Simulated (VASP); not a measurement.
Input:

```xyz
6
Lattice="3.9906 0.0000 0.0000 0.0000 3.9906 0.0000 0.0000 0.0000 8.1841" Properties=species:S:1:pos:R:3 pbc="T T T"
Ho     3.9906     1.9953     5.9475
Ho     1.9953     0.0000     2.2366
Se     3.9906     1.9953     3.0267
Se     1.9953     0.0000     5.1574
Se     3.9906     3.9906     0.0000
Se     1.9953     1.9953     0.0000
```

Method: PBEsol GGA, VASP's PBE PAW potentials (set 64) (plane waves; VASP 6.6.1). Run with 400 eV cut-off, 9×9×4 Γ-centred mesh, tetrahedra with Blöchl corrections, potentials Ho_3 Se.

The 4f electrons are frozen in the core of the lanthanide potential, so 4f levels, which can set the real gap, and their magnetism are missing.

**Question.** What does the run give for the energy per atom (σ→0), band gap (on the k-mesh) with the smallest direct gap where there is one?

**Answer.** 
- band gap (on the k-mesh) = none (metal, semimetal or under 0.01 eV)
- energy per atom (σ→0) = -5.830 eV/atom

Total energies compare only between runs with the same potentials, cut-off and functional.

The structure comes from a computed database's HoSe2 entry (P4/nmm); how it stands against other phases isn't given here. It was relaxed first.
